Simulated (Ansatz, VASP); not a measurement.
# Al (linear Al chain) in two plane-wave programs, part 2 of 2

Aim: how closely do two programs agree when they are given the same cell, functional and k mesh? The structure shown is the end of the Ansatz relaxation below. Other levels of theory on this material are compared in a session of their own.

VASP 6.6.1 and Ansatz 0.2.0.

So far: The starting structure; Ansatz: relaxation, PBEsol; VASP: single point, PBEsol.

## (3) VASP: single point, PBEsol (continued)

Level of this step: PBEsol, zero-moment start; plane waves and PAW (Al) (VASP).

Numbers of over 12 decimals in the logs are rounded to 6 here.

OUTCAR, selected parts (step 3):

```text
ion  position               nearest neighbor table
   1  0.500  0.500  0.000-

  LATTYP: Found a simple tetragonal cell.
 ALAT       =     7.5000000000
 C/A-ratio  =     0.3209885423

 Subroutine GETGRP returns: Found 16 space group operations
 (whereof 16 operations were pure point group operations)

The static configuration has the point symmetry D_4h.

 Found     19 irreducible k-points:

   k-points           NKPTS =     19   k-points in BZ     NKDIM =     19   number of bands    NBANDS=      8

   dimension x,y,z NGX =    56 NGY =   56 NGZ =   18
   dimension x,y,z NGXF=   112 NGYF=  112 NGZF=   36

   ENCUT  =  500.0 eV  36.75 Ry    6.06 a.u.  13.67 13.67  4.39*2*pi/ulx,y,z

   NELECT =       3.0000    total number of electrons

 k-points in reciprocal lattice and weights: Automatic mesh
   0.00000000  0.00000000  0.00000000       0.028
   0.00000000  0.00000000  0.02777778       0.056
   0.00000000  0.00000000  0.05555556       0.056
   0.00000000  0.00000000  0.08333333       0.056
   0.00000000  0.00000000  0.11111111       0.056
   0.00000000  0.00000000  0.13888889       0.056
   0.00000000  0.00000000  0.16666667       0.056
   0.00000000  0.00000000  0.19444444       0.056
   0.00000000  0.00000000  0.22222222       0.056
[...]
0.00000000  0.00000000  0.47222222       0.056
   0.00000000  0.00000000  0.50000000       0.028

 average (electrostatic) potential at core
       1 -83.0389

 E-fermi :  -2.5437

 spin component 1
 k-point     1 :       0.0000    0.0000    0.0000
  band No.  band energies     occupation
      1      -8.9304      1.00000
      2      -2.9287      0.99955
      3      -2.9287      0.99955
      4       0.3167      0.00000
      5       1.5032      0.00000
      6       2.6364      0.00000
      7       3.6883      0.00000
      8       3.6883      0.00000

 k-point     2 :       0.0000    0.0000    0.0278
  band No.  band energies     occupation
      1      -8.9110      1.00000
      2      -2.9100      0.99934
      3      -2.9100      0.99934
      4       0.3360      0.00000
      5       1.5231      0.00000
      6       2.6563      0.00000
      7       3.7080      0.00000
      8       3.7080      0.00000

 k-point     3 :       0.0000    0.0000    0.0556
  band No.  band energies     occupation
      1      -8.8528      1.00000
      2      -2.8540      0.99799
      3      -2.8540      0.99799
      4       0.3937      0.00000
      5       1.5830      0.00000
      6       2.7159      0.00000
      7       3.7671      0.00000
      8       3.7671      0.00000

 k-point     4 :       0.0000    0.0000    0.0833
  band No.  band energies     occupation
      1      -8.7560      1.00000
      2      -2.7607      0.98712
      3      -2.7607      0.98712
      4       0.4897      0.00000
      5       1.6828      0.00000
      6       2.8152      0.00000
      7       3.8657      0.00000
      8       3.8657      0.00000

 k-point     5 :       0.0000    0.0000    0.1111
  band No.  band energies     occupation
      1      -8.6207      1.00000
      2      -2.6301      0.84899
      3      -2.6301      0.84899
      4       0.6233      0.00000
      5       1.8224      0.00000
      6       2.9542      0.00000
      7       4.0037      0.00000
      8       4.0037      0.00000

 k-point     6 :       0.0000    0.0000    0.1389
  band No.  band energies     occupation
      1      -8.4472      1.00000
      2      -2.4621      0.16353
      3      -2.4621      0.16353
      4       0.7936      0.00000
      5       2.0020      0.00000
      6       3.1328      0.00000
    ...

  Total        0.1662919      0.1662919      0.0604102      0.0000000     -0.0000000     -0.0000000
  in kB        1.9674711      1.9674711      0.7147389      0.0000000     -0.0000000     -0.0000000
  external PRESSURE =       1.5498937 kB  Pullay stress =       0.0000000 kB

  energy-cutoff  :      500.00
  volume of cell :      135.42
      direct lattice vectors                 reciprocal lattice vectors
     7.500000000  0.000000000  0.000000000     0.133333333  0.000000000  0.000000000
     0.000000000  7.500000000  0.000000000     0.000000000  0.133333333  0.000000000
     0.000000000  0.000000000  2.407414067     0.000000000  0.000000000  0.415383466

 POSITION                                       TOTAL-FORCE (eV/Angst)
 -----------------------------------------------------------------------------------
      3.75000      3.75000      0.00000         0.000000      0.000000      0.000000
 -----------------------------------------------------------------------------------
    total drift:                               -0.000000     -0.000000     -0.000000

  FREE ENERGIE OF THE ION-ELECTRON SYSTEM (eV)
  ---------------------------------------------------
  free  energy   TOTEN  =        -1.9340198570 eV

  energy  without entropy=       -1.9231012695  energy(sigma->0) =       -1.92856056

 total charge
# of ion       s       p       d       tot
------------------------------------------
    1        0.475   0.333   0.000   0.808

 magnetization (x)
# of ion       s       p       d       tot
------------------------------------------
    1       -0.000  -0.000   0.000  -0.000

[... 6 further parts left out ...]
```

## (4) Comparison

Known differences besides the potentials themselves: the cutoff is 420 eV in Ansatz and 500 eV in VASP; Ansatz makes its cores anew for this functional, VASP keeps those of its PBE data sets; Ansatz's pressure holds a Pulay correction, VASP's none. Total energies have different zeros and are not compared.

The two programs side by side:

```tsv
quantity	Ansatz	VASP	difference
pressure (GPa)	0.14	0.15	-0.01
```

## (5) Ansatz: relaxation, r2SCAN

This run makes the geometry at which the two programs are then compared.

The structure compared here is the end of the Ansatz relaxation.

input.yaml

```yaml
crystal:
  lattice:
    - [7.5, 0.0, 0.0]
    - [0.0, 7.5, 0.0]
    - [0.0, 0.0, 2.2506]
  atoms:
    - { symbol: Al, position: [0.5, 0.5, 0.0], spin: 0.5 }
magnetization:
  spin_polarized: true
kpoints:
  mp_grid: { grid: [1, 1, 36] }
scf:
  occupations: { method: fermi_dirac, width: 0.05 }
hamiltonian:
  xc: r2scan
relax:
  cell: { fix: [a, b, alpha, beta, gamma] }
  max_steps: 60
```

The run is started by

```
ansatz run input.yaml --threads 4 --pin off --max-ram 8192MiB --backend cpu --events-out ev --progress --plain --runs-dir out
```

Log:

```text
[...]
Crystal: 1 atoms, lattice volume = 126.596 Å³
Basis set: ecut = 500 eV, 3185 PW (Γ), exchange–correlation on 240×240×72 points (64 copies of the dense FFT grid, shifted against one another)
Bands: 6, of which v1, the nominal top of the filled ones, is band 2 counted from 1 (1 counted from 0)
Symmetry: 16 space group operations
[...]
0.189061       0.000000       0.000000
        0.000000       0.189061       0.000000
        0.000000       0.000000       0.003639
  P = ⅓ Tr σ = 0.1273 GPa (1.273 kbar)
--- Relaxed structure (4 steps of the walk, 4 accepted, 1 SCFs on fresh bases) ---
[...]
cell:  # Å, volume = 135.3083 Å³
    - [7.5, 0.0, 0.0]
    - [0.0, 7.5, 0.0]
    - [0.0, 0.0, 2.405481]
  atoms:
    - { symbol: Al, position: [0.5, 0.5, 0.0] }
[key lines of the parts left out:]
SCF converged after 7 iterations
Magnetization: -0.0000 μB (1.5000 up, 1.5000 down)
Free energy (F): -538.340520 eV
Fermi energy:    -2.614324 eV
```

## (6) VASP: single point, r2SCAN

The same cell, functional, mesh and smearing now go to VASP, with its own data sets.

INCAR

```
SYSTEM = Al
PREC = Accurate
ENCUT = 550
EDIFF = 1E-06
NELM = 200
ISMEAR = -1
SIGMA = 0.05
LREAL = .FALSE.
ALGO = Normal
METAGGA = R2SCAN
LASPH = .TRUE.
NBANDS = 8
ISPIN = 2
MAGMOM = -0
LORBIT = 11
LWAVE = .FALSE.
LCHARG = .FALSE.
ISIF = 2
GGA_COMPAT = .FALSE.
LMIXTAU = .TRUE.
```

POSCAR

```
Al
1.0
    7.5000000000      0.0000000000      0.0000000000
    0.0000000000      7.5000000000      0.0000000000
    0.0000000000      0.0000000000      2.4054814537
Al
1
Direct
    0.5000000000      0.5000000000      0.0000000000
```

KPOINTS

```
Automatic mesh
0
Gamma
1 1 36
0 0 0
```

The projector-augmented-wave data sets are Al (PBE family, release 64).

The run is started by

```
mpirun -np 1 vasp_std
```

Log:

```text
[banner, memory and clock lines left out]
running    1 mpi-ranks, on    1 nodes
[...]
[... a notice as in an earlier step ...]

 LDA part: xc-table for (None), standard interpolation
 POSCAR, INCAR and KPOINTS ok, starting setup
[...]
entering main loop
       N       E                     dE             d eps       ncg     rms          rms(c)
DAV:   1     0.384462413783E+00    0.38446E+00   -0.78757E+02   608   0.187E+02
DAV:   2    -0.500960707078E+01   -0.53941E+01   -0.46977E+01   792   0.225E+01
DAV:   3    -0.511296503509E+01   -0.10336E+00   -0.98783E-01   848   0.426E+00
DAV:   4    -0.511438327674E+01   -0.14182E-02   -0.14173E-02   968   0.512E-01
[...]
DAV:  19    -0.465678961117E+01   -0.14154E-04   -0.12678E-05   640   0.208E-02    0.267E-03
DAV:  20    -0.465682520755E+01   -0.35596E-04   -0.18276E-05   608   0.296E-02    0.104E-03
DAV:  21    -0.465682547701E+01   -0.26945E-06   -0.58542E-06   640   0.142E-02
   1 F= -.46568255E+01 E0= -.46519507E+01  d E =-.974959E-02  mag=     0.0000
```

From OUTCAR (step 6):

```text
  Total        0.1582086      0.1582086     -0.0217154      0.0000000      0.0000000      0.0000000
  in kB        1.8733384      1.8733384     -0.2571307      0.0000000      0.0000000      0.0000000
  external PRESSURE =       1.1631820 kB  Pullay stress =       0.0000000 kB

 POSITION                                       TOTAL-FORCE (eV/Angst)
 -----------------------------------------------------------------------------------
      3.75000      3.75000      0.00000         0.000000      0.000000      0.000000
 -----------------------------------------------------------------------------------
    total drift:                                0.000000      0.000000      0.000000

  FREE ENERGIE OF THE ION-ELECTRON SYSTEM (eV)
  ---------------------------------------------------
  free  energy   TOTEN  =        -4.6568254770 eV

  energy  without entropy=       -4.6470758873  energy(sigma->0) =       -4.65195068

 magnetization (x)
# of ion       s       p       d       tot
------------------------------------------
    1       -0.000   0.000   0.000   0.000

[... 1 part as in an earlier step ...]

[... 2 further parts left out ...]
[key lines of the parts left out:]
E-fermi :  -2.6121
```

## (7) Side by side

What differs besides the data sets and the points named for the pairs above, as far as they apply: VASP keeps PBE cores, Ansatz makes them for the functional; the cutoff is 500 eV in Ansatz and 550 eV in VASP. Total energies have different zeros and are not compared.

Compared:

```tsv
quantity	Ansatz	VASP	difference
pressure (GPa)	0.13	0.12	+0.01
```

## (8) What came out

```
difference in pressure (single point, PBEsol) : -0.012 GPa
difference in pressure (single point, r2SCAN) : 0.011 GPa
```

What this shows: The difference in pressure is -0.012 GPa (single point, PBEsol), within the 1 GPa picked in this series as the mark of a large difference. 3 further runs of this series are not shown here. Such differences can come from data sets, numerical settings and the points named under the comparisons, not from the functional's error against experiment.

[Lines on the potential files, build, host, timing and source positions are cut from VASP's logs without a mark.]

[Logs are printed without paths, hosts, clocks, repeated set-up lines and the standing remarks that a program may print on its own settings, such as how far it seeks lower states.]

[Hosts, paths, dates, database ids (printed as entryN), source tags and the programs' standing remarks are cut or masked in the printed files.]
